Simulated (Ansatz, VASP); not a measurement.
# Cross-check of Ti2CSO (Ti2COS MXene monolayer) between VASP and Ansatz, part 2 of 2

Wanted: the spread between two codes on one cell, functional and k mesh. The structure shown is the start of the Ansatz relaxation below; VASP solves that cell, so the two are compared at the walk's first step.

VASP 6.6.1 and Ansatz 0.2.0.

So far: Starting point; Ansatz: relaxation, PBE with D3(BJ).

## Step 3: VASP: single point, PBE with D3(BJ), start cell

Level of this step: PBE with D3(BJ), no spin polarisation; plane waves and PAW (S, Ti_sv, C, O) (VASP).

The same cell, functional, mesh and smearing now go to VASP, with its own data sets.

Lines of VASP's logs that name or quote its potential files are left out, and so is its time.

INCAR reads:

```
SYSTEM = Ti2CSO
PREC = Accurate
ENCUT = 520
EDIFF = 1E-06
NELM = 120
ISMEAR = -1
SIGMA = 0.05
LREAL = .FALSE.
ALGO = Normal
GGA = PE
IVDW = 12
NBANDS = 26
LASPH = .TRUE.
LORBIT = 11
LWAVE = .FALSE.
LCHARG = .FALSE.
ISIF = 2
LDIPOL = .TRUE.
IDIPOL = 3
DIPOL = 0.5 0.5 0.345
LVHAR = .TRUE.
GGA_COMPAT = .FALSE.
NELMDL = -8
KPAR = 2
```

POSCAR reads:

```
Ti2CSO
1.0
    3.1002400000      0.0000000000      0.0000000000
   -1.5501200000      2.6848870000      0.0000000000
    0.0000000000      0.0000000000     34.3515520000
S Ti C O
1 2 1 1
Direct
    0.3333332092      0.6666664184      0.2619968961
    0.6666665425      0.3333330851      0.3123868756
    0.3333332092      0.6666664184      0.3836076460
    0.9999998759      0.9999997517      0.3479972608
    0.6666665425      0.3333330851      0.4155787779
```

KPOINTS reads:

```
Automatic mesh
0
Gamma
12 12 1
0 0 0
```

Potentials, in the order of the species: S, Ti_sv, C and O (PBE family, release 64).

On the command line:

```sh
$ mpirun -np 2 vasp_std
```

Numbers of over 12 decimals in the logs are rounded to 6 here.

Output:

```text
[banner, memory and clock lines left out]
running    2 mpi-ranks, on    1 nodes
 distrk:  each k-point on    1 cores,    2 groups
 distr:  one band on    1 cores,    1 groups

 POSCAR found type information on POSCAR S TiC O
 POSCAR found :  4 types and       5 ions
 LDA part: xc-table for (Slater+PW92), standard interpolation
 POSCAR, INCAR and KPOINTS ok, starting setup
 FFT: planning ... GRIDC
 FFT: planning ... GRID_SOFT
 FFT: planning ... GRID
 WAVECAR not read
 entering main loop
       N       E                     dE             d eps       ncg     rms          rms(c)
DAV:   1     0.413671237148E+03    0.41367E+03   -0.19538E+04  1220   0.130E+03
DAV:   2     0.159260091854E+02   -0.39775E+03   -0.39118E+03  1210   0.376E+02
DAV:   3    -0.466019077921E+02   -0.62528E+02   -0.61899E+02  1544   0.140E+02
DAV:   4    -0.523479586303E+02   -0.57461E+01   -0.57347E+01  1582   0.383E+01
DAV:   5    -0.527580444458E+02   -0.41009E+00   -0.41005E+00  1438   0.786E+00
DAV:   6    -0.527677266453E+02   -0.96822E-02   -0.96820E-02  1560   0.162E+00
DAV:   7    -0.527680646721E+02   -0.33803E-03   -0.33803E-03  1452   0.231E-01
DAV:   8    -0.527680705931E+02   -0.59209E-05   -0.59206E-05  1600   0.393E-02    0.247E+01
DAV:   9    -0.437818080675E+02    0.89863E+01   -0.10828E+02  1320   0.754E+01    0.161E+01
DAV:  10    -0.423768608161E+02    0.14049E+01   -0.58953E+01  1410   0.469E+01    0.833E+00
DAV:  11    -0.411802551795E+02    0.11966E+01   -0.58273E+00  1416   0.183E+01    0.359E+00
DAV:  12    -0.413769321285E+02   -0.19668E+00   -0.32370E+00  1430   0.185E+01    0.425E+00
DAV:  13    -0.412146943205E+02    0.16224E+00   -0.11019E+00  1432   0.744E+00    0.231E+00
DAV:  14    -0.411587599475E+02    0.55934E-01   -0.79488E-01  1508   0.636E+00    0.733E-01
[...]
DAV:  25    -0.411526846690E+02   -0.57825E-04   -0.61236E-06   970   0.141E-02    0.424E-03
DAV:  26    -0.411527221331E+02   -0.37464E-04   -0.62113E-06  1150   0.152E-02    0.345E-03
DAV:  27    -0.411527469571E+02   -0.24824E-04   -0.12570E-06   764   0.628E-03    0.232E-03
DAV:  28    -0.411527539200E+02   -0.69630E-05   -0.32777E-07   596   0.430E-03    0.107E-03
DAV:  29    -0.411527583830E+02   -0.44630E-05   -0.23613E-07   608   0.234E-03    0.367E-04
DAV:  30    -0.411527609368E+02   -0.25538E-05   -0.12309E-07   554   0.188E-03    0.274E-04
DAV:  31    -0.411527621348E+02   -0.11981E-05   -0.91934E-08   580   0.141E-03    0.463E-04
DAV:  32    -0.411527628111E+02   -0.67629E-06   -0.35325E-08   546   0.982E-04
   1 F= -.42580782E+02 E0= -.42575320E+02  d E =-.109235E-01
```

From OUTCAR (step 3):

```text
ion  position               nearest neighbor table
   1  0.333  0.667  0.262-   2 2.49   2 2.49   2 2.49
   2  0.667  0.333  0.312-   4 2.17   4 2.17   4 2.17   1 2.49   1 2.49   1 2.49
   3  0.333  0.667  0.384-   5 2.10   5 2.10   5 2.10   4 2.17   4 2.17   4 2.17
   4  1.000  1.000  0.348-   2 2.17   3 2.17   3 2.17   2 2.17   2 2.17   3 2.17
   5  0.667  0.333  0.416-   3 2.10   3 2.10   3 2.10

  LATTYP: Found a hexagonal cell.
 ALAT       =     3.1002400000
 C/A-ratio  =    11.0802879777

 Subroutine GETGRP returns: Found  6 space group operations
 (whereof  6 operations were pure point group operations)

The static configuration has the point symmetry C_3v.

 Found     19 irreducible k-points:

   k-points           NKPTS =     19   k-points in BZ     NKDIM =     19   number of bands    NBANDS=     26

   dimension x,y,z NGX =    24 NGY =   24 NGZ =  256
   dimension x,y,z NGXF=    48 NGYF=   48 NGZF=  512

   ENCUT  =  520.0 eV  38.22 Ry    6.18 a.u.   5.76  5.76 63.87*2*pi/ulx,y,z

   NELECT =      40.0000    total number of electrons

 k-points in reciprocal lattice and weights: Automatic mesh
   0.00000000  0.00000000  0.00000000       0.007
   0.08333333 -0.00000000  0.00000000       0.042
   0.16666667  0.00000000  0.00000000       0.042
   0.25000000 -0.00000000  0.00000000       0.042
   0.33333333  0.00000000  0.00000000       0.042
   0.41666667 -0.00000000  0.00000000       0.042
   0.50000000 -0.00000000  0.00000000       0.021
   0.08333333  0.08333333  0.00000000       0.042
   0.16666667  0.08333333  0.00000000       0.083
[...]
0.33333333  0.25000000  0.00000000       0.083
   0.33333333  0.33333333  0.00000000       0.014

 dipolmoment           0.000000      0.000000      0.063528 electrons x Angstroem

 average (electrostatic) potential at core
       1 -94.7243       2 -84.5622       3 -85.1629       4 -57.5560       5 -78.5070

 E-fermi :  -3.6245

 k-point     1 :       0.0000    0.0000    0.0000
  band No.  band energies     occupation
    ...
     14      -7.0777      2.00000
     15      -6.7636      2.00000
     16      -5.1299      2.00000
     17      -5.1299      2.00000
     18      -4.8876      2.00000
     19      -2.8718      0.00000
     20      -2.8718      0.00000
     21      -2.6827      0.00000
     22      -2.6827      0.00000
     23      -2.5564      0.00000
    ...

 k-point     2 :       0.0833   -0.0000    0.0000
  band No.  band energies     occupation
    ...
     15      -6.6128      2.00000
     16      -5.5005      2.00000
     17      -5.1675      2.00000
     18      -4.7149      2.00000
     19      -3.6035      0.79274
     20      -3.2752      0.00185
     21      -2.8080      0.00000
     22      -2.3454      0.00000
     23      -2.1564      0.00000
     24      -1.6266      0.00000
    ...

 k-point     3 :       0.1667    0.0000    0.0000
  band No.  band energies     occupation
    ...
     16      -5.8397      2.00000
     17      -5.2921      2.00000
     18      -5.0062      2.00000
     19      -4.4974      2.00000
     20      -3.6455      1.20644
     21      -3.1362      0.00011
     22      -2.1511      0.00000
     23      -1.9188      0.00000
     24      -1.5332      0.00000
     25      -1.2143      0.00000
    ...

 Edisp (eV)   -1.42802

  Total      -3.61277    -3.61278    -5.06290     0.00000     0.00000     0.00000
  in kB     -20.24341   -20.24342   -28.36886     0.00000     0.00000     0.00000
  external pressure =      -22.95 kB  Pullay stress =        0.00 kB

  energy-cutoff  :      520.00
  volume of cell :      285.94
      direct lattice vectors                 reciprocal lattice vectors
     3.100240000  0.000000000  0.000000000     0.322555673  0.186227577  0.000000000
    -1.550120000  2.684887000  0.000000000     0.000000000  0.372455154  0.000000000
     0.000000000  0.000000000 34.351552000     0.000000000  0.000000000  0.029110766

 POSITION                                       TOTAL-FORCE (eV/Angst)
 -----------------------------------------------------------------------------------
      0.00000      1.78992      9.00000        -0.000000      0.000000      1.430700
      1.55012      0.89496     10.73097         0.000000     -0.000000     -0.975467
      0.00000      1.78992     13.17752        -0.000000     -0.000000      3.323460
      1.55012      2.68489     11.95425         0.000000      0.000000     -1.171258
      1.55012      0.89496     14.27578         0.000000      0.000000     -2.607435
 -----------------------------------------------------------------------------------
    total drift:                                0.000001      0.003607     -0.001358

  FREE ENERGIE OF THE ION-ELECTRON SYSTEM (eV)
  ---------------------------------------------------
  free  energy   TOTEN  =       -42.5807822562 eV

  energy  without entropy=      -42.5698587418  energy(sigma->0) =      -42.57532050

 vacuum level on the upper side and lower side of the slab         3.681         2.300

 total charge
# of ion       s       p       d       tot
------------------------------------------
    1        1.375   2.286   0.000   3.662
    2        2.191   6.212   1.898  10.301
    3        2.189   6.224   1.775  10.188
    4        0.891   1.522   0.000   2.413
    5        1.579   3.339   0.000   4.918
--------------------------------------------------
tot          8.227  19.583   3.673  31.483

[... 3 further parts left out ...]
```

## Step 4: Differences

Known differences besides the potentials themselves: Ansatz cuts the interaction across the vacuum, VASP repeats the sheet with a dipole correction; the cutoff is 420 eV in Ansatz and 520 eV in VASP. Total energies have different zeros and are not compared.

Forces (eV/Å; atoms numbered as in POSCAR):

```tsv
atom	Ansatz x, y, z	VASP x, y, z
S1	0.000, 0.000, 1.427	0.000, 0.000, 1.431
Ti2	0.000, 0.000, -0.955	0.000, 0.000, -0.975
Ti3	0.000, 0.000, 3.344	0.000, 0.000, 3.323
C4	0.000, 0.000, -1.168	0.000, 0.000, -1.171
O5	0.000, 0.000, -2.648	0.000, 0.000, -2.607
```

The forces differ by 13 meV/Å r.m.s., which is 1.1 % of the r.m.s. force of 1.217 eV/Å (both taken over all components). With vacuum in the cell, a pressure given here is an average over mostly empty space and none of the material.

## Step 5: Outcome

```json
{
 "r.m.s. force difference (single point, PBE with D3(BJ), start cell)": "1.1 % of the r.m.s. force"
}
```

The r.m.s. force difference is 1.1 % of the r.m.s. force (single point, PBE with D3(BJ), start cell), within the 3 % picked in this series as the mark of a large difference. 1 further run of this series is not shown here. How closely two codes agree says nothing of how well the functional describes the real material.

[Lines on the potential files, build, host, timing and source positions are cut from VASP's logs without a mark.]

[Logs are printed without paths, hosts, clocks, repeated set-up lines and the standing remarks that a program may print on its own settings, such as how far it seeks lower states.]

[Hosts, paths, dates, database ids (printed as entryN), source tags and the programs' standing remarks are cut or masked in the printed files.]
